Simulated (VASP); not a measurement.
Data:

```
Mg2Sn
1.0
    0.00000     3.40538     3.40538
    3.40538     0.00000     3.40538
    3.40538     3.40538     0.00000
Mg Sn
2 1
Direct
  0.25000   0.25000   0.25000
  0.75000   0.75000   0.75000
  0.00000   0.00000   0.00000
```

Computed with PBE GGA, VASP's PBE PAW potentials (set 64) (plane waves; VASP 6.6.1). Settings: 500 eV cut-off, 8×8×8 Γ-centred mesh, first-order Methfessel-Paxton smearing of 0.10 eV, potentials Mg Sn_d.

Unless said otherwise, spin-orbit coupling is left out, though it shifts the bands of the heavy elements here.

Q: Predict the energy per atom (σ→0), band gap (on the k-mesh) with the smallest direct gap where there is one.

A: 
| Quantity | Result |
|---|---|
| band gap (on the k-mesh) | none (metal, semimetal or under 0.01 eV) |
| energy per atom (σ→0) | -2.476 eV/atom |

The absolute energy has meaning only against runs of the same code, potentials and settings.

The compound is Mg2Sn in the antifluorite structure. It was relaxed first.
